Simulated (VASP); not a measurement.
Input:

```yaml
crystal:
  lattice:
    - [-2.77189, 2.77189, 4.35666]
    - [2.77189, -2.77189, 4.35666]
    - [2.77189, 2.77189, -4.35666]
  atoms:
    - { symbol: Si, position: [0.75000, 0.25000, 0.50000] }
    - { symbol: Si, position: [0.00000, 0.00000, 0.00000] }
    - { symbol: S, position: [0.09278, 0.12500, 0.46778] }
    - { symbol: S, position: [0.87500, 0.34278, 0.96778] }
    - { symbol: S, position: [0.65722, 0.62500, 0.53222] }
    - { symbol: S, position: [0.37500, 0.90722, 0.03222] }
```

Computed with r2SCAN meta-GGA, VASP's PBE PAW potentials (set 64) (plane waves; VASP). Settings: 400 eV cut-off, 6×6×6 Γ-centred mesh, tetrahedra with Blöchl corrections, potentials Si S.

Question: What does the run give for the energy per atom (σ→0), band gap (over mesh and band path) with the smallest direct gap where there is one?

Answer: 
The band gap (over mesh and band path) is 3.55 eV. The smallest direct gap (over mesh and band path) is 3.71 eV and the energy per atom (σ→0) is -9.010 eV/atom.

Total energies compare only between runs with the same potentials, cut-off and functional.

The structure comes from a computed database's SiS2 entry (I-42d); how it stands against other phases isn't given here. It was relaxed first.
